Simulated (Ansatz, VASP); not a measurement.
# BC5 in VASP and in Ansatz

```
CELL_PARAMETERS angstrom
2.54526 0.00000 0.00000
-1.27263 2.20426 0.00000
0.00000 0.00000 6.37207
ATOMIC_POSITIONS crystal
B 0.33333 0.66667 0.00689
C 0.33333 0.66667 0.25949
C 0.66667 0.33333 0.33882
C 0.00000 0.00000 0.66466
C 0.66667 0.33333 0.58163
C 0.00000 0.00000 0.89950
```

Alike in both runs: functional r2SCAN; k mesh 9 × 9 × 4; no spin polarisation.

Ansatz relaxed the structure, and its values are those at the end. VASP's run is a single point on that final structure, the one shown.

```csv
,VASP,Ansatz
version,VASP 6.6.1,Ansatz 0.2.0
potentials or method,"VASP PAW PBE potentials, release 64 (B, C)","plane waves, PAW"
plane-wave cutoff (eV),520,550
occupations,"methfessel-paxton of order 1, width 0.1 eV",cold
valence electrons in the cell,23,23
```

|  | VASP | Ansatz | Ansatz less VASP |
| --- | --- | --- | --- |
| pressure (GPa) | 0.9 | 0.0 | -0.88 |
| rms of the force components (eV/Å) | 0.016 | 0.002 | -0.0133 |

Caveats: the PAW data sets were made with another functional, which shifts forces and pressure a little (VASP).
